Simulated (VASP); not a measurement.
Input:

```
CELL_PARAMETERS angstrom
      2.21035    -3.82843     0.00000
      2.21035     3.82843     0.00000
      0.00000     0.00000     5.00742
ATOMIC_POSITIONS crystal
  Se 0.00000 0.22500 0.66667
  Se 0.77500 0.77500 0.00000
  Se 0.22500 0.00000 0.33333
```

All values below come from PBE GGA, VASP's PBE PAW potentials (set 64) (plane waves; VASP 6.6.1). Settings: 300 eV cut-off, 6×6×5 Γ-centred mesh, Fermi-Dirac smearing of 0.010 eV, potentials Se.

Give the energies of bands 4 to 12 at the high-symmetry points, in eV from the valence-band maximum.

| band | Γ | M | K | A | L | H |
|---|---|---|---|---|---|---|
| 4 | -3.75 | -4.94 | -4.79 | -4.70 | -5.67 | -5.52 |
| 5 | -3.75 | -4.55 | -4.79 | -3.28 | -4.27 | -4.74 |
| 6 | -3.60 | -3.29 | -2.70 | -3.28 | -4.09 | -4.74 |
| 7 | -1.93 | -2.77 | -2.70 | -1.45 | -1.80 | -0.93 |
| 8 | -1.93 | -1.71 | -2.61 | -1.45 | -1.28 | -0.22 |
| 9 | -0.38 | -0.94 | -1.52 | -1.05 | 0.00 | -0.22 |
| 10 | 1.84 | 1.91 | 2.97 | 1.23 | 1.59 | 0.99 |
| 11 | 1.84 | 2.29 | 2.97 | 1.23 | 2.66 | 2.66 |
| 12 | 2.16 | 3.94 | 3.60 | 1.28 | 2.88 | 2.66 |

The gap is indirect, 0.99 eV, from the valence maximum at L to the conduction minimum at H.

The structure is a typed Se crystal (P3_121). The cell was not relaxed at this level.
